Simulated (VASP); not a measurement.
A convergence study with VASP on Se (trig): one setting is varied, all else stays as given below, so the limit is that of these other settings. ε∞ is the independent-particle value.

```
Se
1.0
    2.18500    -3.78453     0.00000
    2.18500     3.78453     0.00000
    0.00000     0.00000     4.95000
Se
3
Direct
  0.00000   0.22500   0.66667
  0.77500   0.77500   0.00000
  0.22500   0.00000   0.33333
```

These are PBE GGA, VASP's PBE PAW potentials (set 64) (plane waves; VASP 6.6.1) values and carry that method's errors. The tightest run used: 550 eV cut-off, 5×5×4 Γ-centred mesh, Gaussian smearing of 0.050 eV, potentials Se.

```tsv
setting	mean ε∞	bands
NBANDS = 10	6.93	10
NBANDS = 11	9.36	11
NBANDS = 13	11.44	13
NBANDS = 17	12.15	17
```

### Question
These are the cheaper rows. Estimate the results at NBANDS = 137, and how far the last row shown lies from them.

### Answer

```tsv
quantity	tightest run	last row shown is off by
mean ε∞	12.41	-0.26
```

Left out are rungs that failed or repeat a setting and relaxations that didn't move; long series are thinned to 24 rows.

The compound is Se in the trig structure. The cell was not relaxed at this level, forces remain on its atoms.
